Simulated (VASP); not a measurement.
The system is SiC.

```
Si C
1.0
     0.00000    2.18926    2.18926
     2.18926    0.00000    2.18926
     2.18926    2.18926    0.00000
Si C
1 1
Direct
  0.75000 0.75000 0.75000
  0.00000 0.00000 0.00000
```

The cell is a database's computed one.

Base run:

```yaml
Program: VASP 6.6.1
Functional: HSE06
Potentials_or_basis: VASP PAW PBE potentials, release 64 (Si, C)
Cutoff: 450 eV
k_mesh: 10 × 10 × 10
Occupations: gaussian, width 0.02 eV
Spin: no spin polarisation
```

Its results: band gap on the k mesh 2.26 eV, indirect (least direct gap 5.73 eV).

Question: After a change of settings the same cell gave: band gap on the k mesh 2.96 eV, indirect (least direct gap 6.44 eV). Which change was it?
A. functional from HSE06 to PBE0
B. functional from HSE06 to PBE; cutoff from 450 eV to 600 eV; k mesh from 10 × 10 × 10 to 14 × 14 × 14
C. functional from HSE06 to PBE; k mesh from 10 × 10 × 10 to 14 × 14 × 14
D. functional from HSE06 to r2SCAN; k mesh from 10 × 10 × 10 to 14 × 14 × 14

Answer: A.
